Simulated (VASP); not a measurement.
## Mg6TiSb: equation of state with PBE

Mg6TiSb:

```xyz
8
Lattice="5.0512 0.0000 0.0000 0.0000 3.2004 5.3689 0.0000 -3.2004 5.3689" Properties=species:S:1:pos:R:3 pbc="T T T"
Sb    0.0000    0.0000    3.4975
Ti    2.5256    0.0000    1.8137
Mg    0.0000    0.0000    8.9492
Mg    0.0000   -1.6154    6.2728
Mg    0.0000    1.6154    6.2728
Mg    2.5256    0.0000    7.1404
Mg    2.5256   -1.6418    4.5026
Mg    2.5256    1.6418    4.5026
```

The cell comes from a database or a generator and needn't be the stable form of this composition.

| Quantity | Value |
| --- | --- |
| Program | VASP 6.6.1 |
| Task | equation of state |
| Functional | PBE |
| Potentials or basis | VASP PAW PBE potentials, release 64 (Sb, Ti_sv, Mg) |
| Cutoff | 520 eV |
| k mesh | 5 × 5 × 5 |
| Occupations | fermi-dirac, width 0.05 eV |
| Spin | no spin polarisation |
| Further INCAR settings | ALGO = Normal; EDIFF = 1e-07; NBANDS = 24 |

| Item | Value |
| --- | --- |
| Equilibrium volume | 21.66 Å³/atom |
| Bulk modulus at fixed shape and positions | 48 GPa |
| Pressure derivative of the bulk modulus | 4.1 |

Energy against volume, from the lowest point:
```csv
volume (Å³/atom),energy (meV/atom)
20.396,12.31
20.830,5.11
21.264,1.11
21.698,0.00
22.132,1.50
22.566,5.36
23.000,11.35
```

All runs of the series together: 9.5 min on 1 thread of AMD EPYC 9R45 96-Core Processor (Zen 5), with other jobs on the host.

Caveat: the cell was scaled at fixed shape and fractional positions, which overstates the stiffness of a crystal with free parameters, most of all of layers and chains. Spin-orbit coupling is left out, which matters for the levels of Sb.
